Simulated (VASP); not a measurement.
Input:

```
Cs
1.0
   -3.00044     3.00044     3.00044
    3.00044    -3.00044     3.00044
    3.00044     3.00044    -3.00044
Cs
1
Cartesian
  0.00000   0.00000   0.00000
```

All values below come from vdW-DF2, VASP's PBE PAW potentials (set 64) (plane waves; VASP). Numerical set-up: 520 eV cut-off, 9×9×9 Γ-centred mesh, first-order Methfessel-Paxton smearing of 0.10 eV, potentials Cs_sv.

**Question.** Give the energy at these volumes per atom, relative to the lowest: 100.64, 103.85, 107.06, 110.27, 113.48 Å³.

**Answer.** 4.0, 1.2, 0.0, 0.3, 1.7 meV/atom. A third-order Birch-Murnaghan fit gives B0 = 2.3 GPa and B0′ = 3.6.

Measured: bulk modulus 2.1 GPa at 0 K (computed value off by +7.6 %), as given by H. Levämäki et al., Physical Review B (2014), arXiv:1402.3671 [corrected for temperature and zero-point phonon effects]; a 6.039 Å at 0 K (computed value off by -0.6 %), as given by Gábor I. Csonka et al., Physical Review B (2009), arXiv:0903.4037 [low-temperature or extrapolated to 0 K; zero-point anharmonic expansion removed].

The compound is Cs in the bcc structure. It was relaxed first.
